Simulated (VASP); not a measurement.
Level of theory: r2SCAN meta-GGA, VASP's PBE PAW potentials (set 64) (plane waves; VASP).

Input for VASP

### KPOINTS
```
Automatic mesh
0
Gamma
7 7 7
0 0 0
```

**INCAR**
```
! general
SYSTEM   =  SnTe
PREC     =  Accurate
ENCUT    =  400   ! plane-wave cut-off (eV)
LREAL    =  .FALSE.
LASPH    =  .TRUE.

! electronic loop
EDIFF    =  1E-6   ! SCF stop (eV)
NELM     =  100   ! most electronic steps
ALGO     =  Normal   ! blocked Davidson
LMAXMIX  =  4   ! l cut-off of mixed one-centre charges
LMIXTAU  =  .TRUE.

! smearing
ISMEAR   =  0   ! Gaussian
SIGMA    =  0.05

! functional
METAGGA  =  R2SCAN

! ions
IBRION   =  2
NSW      =  60   ! most ionic steps
ISIF     =  3   ! ions, shape and volume
EDIFFG   =  -0.01   ! ionic stop

! output
LWAVE    =  .FALSE.
LCHARG   =  .FALSE.
```

POSCAR:
```
SnTe
1
    0.0000000000     3.1600000000     3.1600000000
    3.1600000000     0.0000000000     3.1600000000
    3.1600000000     3.1600000000     0.0000000000
Sn Te
1 1
Direct
  0.0000000000   0.0000000000   0.0000000000
  0.5000000000   0.5000000000   0.5000000000
```

POTCAR, in this order: Sn_d Te (PBE.64 set). Program: vasp_std.

The run wrote:

### OUTCAR
```
 ion  position               nearest neighbor table
   1  0.000  0.000  0.000-   2 3.16   2 3.16   2 3.16   2 3.16   2 3.16   2 3.16
   2  0.500  0.500  0.500-   1 3.16   1 3.16   1 3.16   1 3.16   1 3.16   1 3.16
  LATTYP: Found a face centered cubic cell.
 ALAT       =     6.3200000000
 Subroutine PRICEL returns:
 Original cell was already a primitive cell.
 Subroutine GETGRP returns: Found 48 space group operations
The static configuration has the point symmetry O_h .
The dynamic configuration has the point symmetry O_h .
 Subroutine INISYM returns: Found 48 space group operations
 Subroutine IBZKPT returns following result:
 Found     20 irreducible k-points:

 Following reciprocal coordinates:
            Coordinates               Weight
  0.000000  0.000000  0.000000      1.000000
  0.142857  0.000000  0.000000      8.000000
  0.285714  0.000000  0.000000      8.000000
  0.428571  0.000000  0.000000      8.000000
  0.142857  0.142857  0.000000      6.000000
  0.285714  0.142857  0.000000     24.000000
  0.428571  0.142857  0.000000     24.000000
 -0.428571  0.142857  0.000000     24.000000
 -0.285714  0.142857  0.000000     24.000000
 -0.142857  0.142857  0.000000     12.000000
  0.285714  0.285714  0.000000      6.000000
  0.428571  0.285714  0.000000     24.000000
 -0.428571  0.285714  0.000000     24.000000
 -0.285714  0.285714  0.000000     12.000000
  0.428571  0.428571  0.000000      6.000000
 -0.428571  0.428571  0.000000     12.000000
  0.428571  0.285714  0.142857     24.000000
 -0.428571  0.285714  0.142857     48.000000
 -0.428571  0.428571  0.142857     24.000000
 -0.285714  0.428571  0.142857     24.000000
   k-points           NKPTS =     20   k-points in BZ     NKDIM =     20   number of bands    NBANDS=     14
   number of dos      NEDOS =    301   number of ions     NIONS =      2
   total plane-waves  NPLWV =  27000
   dimension x,y,z NGX =    30 NGY =   30 NGZ =   30
...
```

OSZICAR:
```
       N       E                     dE             d eps       ncg     rms          rms(c)
DAV:   1     0.713812336134E+02    0.71381E+02   -0.88556E+03   566   0.140E+03
DAV:   2    -0.442697944699E+02   -0.11565E+03   -0.11419E+03   596   0.335E+02
DAV:   3    -0.535357657319E+02   -0.92660E+01   -0.91089E+01   728   0.944E+01
DAV:   4    -0.537651640305E+02   -0.22940E+00   -0.22935E+00   636   0.163E+01
DAV:   5    -0.537747214399E+02   -0.95574E-02   -0.95573E-02   812   0.303E+00    0.465E+00
DAV:   6    -0.506062863428E+02    0.31684E+01   -0.88214E-01   680   0.158E+01    0.354E+00
DAV:   7    -0.505103793886E+02    0.95907E-01   -0.73862E-01   560   0.922E+00    0.979E-01
DAV:   8    -0.506342704161E+02   -0.12389E+00   -0.61049E-01   560   0.629E+00    0.530E-01
DAV:   9    -0.506649169917E+02   -0.30647E-01   -0.20815E-02   644   0.111E+00    0.495E-01
DAV:  10    -0.506566281321E+02    0.82889E-02   -0.50434E-03   602   0.452E-01    0.667E-01
DAV:  11    -0.506794587256E+02   -0.22831E-01   -0.90571E-02   560   0.205E+00    0.161E-01
DAV:  12    -0.506819346761E+02   -0.24760E-02   -0.49427E-03   596   0.540E-01    0.118E-01
DAV:  13    -0.506802876781E+02    0.16470E-02   -0.10708E-03   620   0.280E-01    0.225E-01
DAV:  14    -0.506823826712E+02   -0.20950E-02   -0.38612E-03   560   0.599E-01    0.450E-02
DAV:  15    -0.506824558133E+02   -0.73142E-04   -0.10161E-04   656   0.801E-02    0.190E-02
DAV:  16    -0.506824626207E+02   -0.68074E-05   -0.68751E-06   632   0.298E-02    0.774E-03
DAV:  17    -0.506824735903E+02   -0.10970E-04   -0.86601E-06   584   0.342E-02    0.439E-03
DAV:  18    -0.506824793880E+02   -0.57977E-05   -0.13844E-05   566   0.447E-02    0.428E-03
DAV:  19    -0.506824804545E+02   -0.10665E-05   -0.77170E-07   364   0.113E-02    0.350E-03
DAV:  20    -0.506824806315E+02   -0.17704E-06   -0.14143E-07   292   0.467E-03
   1 F= -.50682481E+02 E0= -.50682481E+02  d E =-.506825E+02
       N       E                     dE             d eps       ncg     rms          rms(c)
DAV:   1    -0.508246908521E+02   -0.14221E+00   -0.34406E+00   680   0.318E+01    0.219E+00
DAV:   2    -0.507142804713E+02    0.11041E+00   -0.19572E-01   680   0.732E+00    0.950E-01
DAV:   3    -0.506849845934E+02    0.29296E-01   -0.84793E-02   816   0.478E+00    0.199E-01
DAV:   4    -0.506864752629E+02   -0.14907E-02   -0.73646E-03   560   0.839E-01    0.989E-02
DAV:   5    -0.506858413744E+02    0.63389E-03   -0.32462E-03   560   0.557E-01    0.504E-02
DAV:   6    -0.506864819777E+02   -0.64060E-03   -0.25717E-03   560   0.426E-01    0.478E-02
DAV:   7    -0.506866535406E+02   -0.17156E-03   -0.50963E-04   560   0.209E-01    0.135E-02
DAV:   8    -0.506866491737E+02    0.43670E-05   -0.23649E-04   560   0.150E-01    0.152E-02
DAV:   9    -0.506866888570E+02   -0.39683E-04   -0.11543E-04   560   0.114E-01    0.631E-03
DAV:  10    -0.506867279785E+02   -0.39121E-04   -0.10228E-05   584   0.438E-02    0.309E-03
DAV:  11    -0.506867246853E+02    0.32932E-05   -0.13957E-06   406   0.164E-02    0.165E-03
DAV:  12    -0.506867281809E+02   -0.34956E-05   -0.12800E-06   408   0.151E-02    0.118E-03
DAV:  13    -0.506867283708E+02   -0.18994E-06   -0.16744E-07   280   0.604E-03
   2 F= -.50686728E+02 E0= -.50686728E+02  d E =-.424774E-02
       N       E                     dE             d eps       ncg     rms          rms(c)
DAV:   1    -0.506956261848E+02   -0.88980E-02   -0.20096E-01   680   0.732E+00    0.544E-01
DAV:   2    -0.506888310044E+02    0.67952E-02   -0.12261E-02   680   0.185E+00    0.235E-01
DAV:   3    -0.506871186270E+02    0.17124E-02   -0.49316E-03   792   0.117E+00    0.491E-02
DAV:   4    -0.506871856588E+02   -0.67032E-04   -0.45387E-04   560   0.210E-01    0.238E-02
DAV:   5    -0.506871732313E+02    0.12427E-04   -0.20748E-04   560   0.141E-01    0.138E-02
DAV:   6    -0.506872101784E+02   -0.36947E-04   -0.13177E-04   560   0.958E-02    0.118E-02
DAV:   7    -0.506872142151E+02   -0.40368E-05   -0.35577E-05   560   0.563E-02    0.292E-03
DAV:   8    -0.506872180531E+02   -0.38380E-05   -0.19883E-05   560   0.440E-02    0.344E-03
DAV:   9    -0.506872200096E+02   -0.19564E-05   -0.55178E-06   560   0.253E-02    0.174E-03
DAV:  10    -0.506872216775E+02   -0.16679E-05   -0.41664E-07   328   0.880E-03    0.104E-03
DAV:  11    -0.506872217072E+02   -0.29631E-07   -0.76091E-08   280   0.291E-03
   3 F= -.50687222E+02 E0= -.50687222E+02  d E =-.474108E-02
```

### OUTCAR
```
------------------------ aborting loop because EDIFF is reached ----------------------------------------
  FORCE on cell =-STRESS in cart. coord.  units (eV):
  Direction    XX          YY          ZZ          XY          YZ          ZX
  --------------------------------------------------------------------------------------
  Total        0.0005823      0.0005823      0.0005823     -0.0000000     -0.0000000     -0.0000000
  in kB        0.0144497      0.0144497      0.0144497     -0.0000000     -0.0000000     -0.0000000
  external PRESSURE =       0.0144497 kB  Pullay stress =       0.0000000 kB
  volume of cell :       64.56
      direct lattice vectors                 reciprocal lattice vectors
     0.000000000  3.184073273  3.184073273    -0.157031562  0.157031562  0.157031562
     3.184073273  0.000000000  3.184073273     0.157031562 -0.157031562  0.157031562
     3.184073273  3.184073273  0.000000000     0.157031562  0.157031562 -0.157031562
 POSITION                                       TOTAL-FORCE (eV/Angst)
 -----------------------------------------------------------------------------------
      0.00000      0.00000      0.00000         0.000000     -0.000000     -0.000000
      3.18407      3.18407      3.18407        -0.000000      0.000000      0.000000
 -----------------------------------------------------------------------------------
    total drift:                               -0.000000      0.000000      0.000000
  FREE ENERGIE OF THE ION-ELECTRON SYSTEM (eV)
  ---------------------------------------------------
  free  energy   TOTEN  =       -50.6872217072 eV

  energy  without entropy=      -50.6872217072  energy(sigma->0) =      -50.68722171

 reached required accuracy - stopping structural energy minimisation
```
(Selected blocks of OUTCAR.)

**CONTCAR**
```
SnTe
   1.00000000000000
     0.0000000000000000    3.1840732730477694    3.1840732730477694
     3.1840732730477694    0.0000000000000000    3.1840732730477694
     3.1840732730477694    3.1840732730477694    0.0000000000000000
  Sn              Te
     1     1
Direct
     0.0000000000000000    0.0000000000000000    0.0000000000000000
     0.5000000000000000    0.5000000000000000    0.5000000000000000
```

Energy and stress use the plane-wave basis of the starting cell.

The compound is SnTe in the rock salt structure, which distorts at low temperature. This run relaxes it. Symmetry was kept, so distortions that lower it aren't found.
